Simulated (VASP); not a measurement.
A convergence study with VASP on LaB₆ (space group no. 221 when undisturbed): a few settings are varied, all else stays as given below, so the limit is that of these other settings. One atom is moved off its site, so that forces are finite.

```yaml
crystal:
  lattice:
    - [4.14752, 0.00000, 0.00000]
    - [0.00000, 4.14752, 0.00000]
    - [0.00000, 0.00000, 4.14752]
  atoms:
    - { symbol: La, position: [0.00000, 0.00000, 0.01205] }
    - { symbol: B, position: [0.80100, 0.50000, 0.50000] }
    - { symbol: B, position: [0.50000, 0.19900, 0.50000] }
    - { symbol: B, position: [0.50000, 0.80100, 0.50000] }
    - { symbol: B, position: [0.19900, 0.50000, 0.50000] }
    - { symbol: B, position: [0.50000, 0.50000, 0.80100] }
    - { symbol: B, position: [0.50000, 0.50000, 0.19900] }
```

All values below come from PBE GGA, VASP's PBE PAW potentials (set 64) (plane waves; VASP 6.6.1). The last row used: 400 eV cut-off, 10×10×10 Γ-centred mesh, tetrahedra with Blöchl corrections, potentials La B.

| setting | E (eV/atom) | pressure (GPa) | largest force (eV/Å) | irreducible k-points |
|---|---|---|---|---|
| 4×4×4 mesh | ___ | ___ | 0.268 | 18 |
| 5×5×5 mesh | -7.0059 | 0.74 | 0.266 | 18 |
| 6×6×6 mesh | -7.0045 | 0.81 | 0.268 | 40 |
| 8×8×8 mesh | ___ | ___ | ___ | 75 |
| 10×10×10 mesh | -7.0049 | 0.81 | 0.275 | 126 |

**Question.** Fill in the missing entries.

**Answer.** 
- 4×4×4 mesh, E (eV/atom): -7.0011
- 4×4×4 mesh, pressure (GPa): 0.79
- 8×8×8 mesh, E (eV/atom): -7.0052
- 8×8×8 mesh, pressure (GPa): 0.80
- 8×8×8 mesh, largest force (eV/Å): 0.273

Left out are rungs that failed or repeat a setting and relaxations that didn't move; long series are thinned to 24 rows.

The structure is a typed LaB6 crystal (space group no. 221). The cell was not relaxed at this level, it is distorted from the ideal structure. The electron count is odd and the run is not spin-polarised, which forces a metal.
